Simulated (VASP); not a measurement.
**Equation of state of Tc3Sn under PBE**

```cif
data_structure
_symmetry_space_group_name_H-M 'P 1'
_symmetry_Int_Tables_number 1
_cell_length_a 4.4862
_cell_length_b 4.4862
_cell_length_c 4.4862
_cell_angle_alpha 60.000
_cell_angle_beta 60.000
_cell_angle_gamma 60.000
_cell_volume 63.84
loop_
_atom_site_label
_atom_site_type_symbol
_atom_site_fract_x
_atom_site_fract_y
_atom_site_fract_z
_atom_site_occupancy
Sn1 Sn 0.00000 0.00000 0.00000 1
Tc1 Tc 0.50000 0.50000 0.50000 1
Tc2 Tc 0.75000 0.75000 0.75000 1
Tc3 Tc 0.25000 0.25000 0.25000 1
```

The cell comes from a database or a generator and needn't be the stable form of this composition.

The cell was scaled at fixed shape and fractions and run with VASP, PBE PAW files Sn_d, Tc_pv, 520 eV; PBE, k mesh 7 × 7 × 7 on the cell of 4 atoms, fermi-dirac occupations of 0.05 eV, no spin polarisation, no spin-orbit coupling. Energies are those that the program minimises, any entropy of the smearing included. For a metal such a mesh isn't converged to the digits shown.

```csv
V (Å³/atom),energy over the lowest row (meV/atom)
15.0030,32.67
15.3222,10.99
15.6414,?
15.9606,0.00
16.2798,8.34
16.5990,24.56
16.9182,47.81
```

Q: Fit the third-order Birch-Murnaghan form, give V0, B0 and B′, and predict the energy left open.

A: With y = (V0/V)^(2/3), E = E0 + (9 V0 B0/16) [(y - 1)³ B′ + (y - 1)² (6 - 4y)]. Least squares through the rows shown give V0 = 15.8171 Å³/atom, E0 = -0.93 meV, B0 = 232.0 GPa (1 eV/Å³ = 160.218 GPa) and B′ = 4.79, with a largest miss of 0.01 meV. At V = 15.6414 the form with these constants gives 0.51 meV; the run gave 0.54 meV an atom.
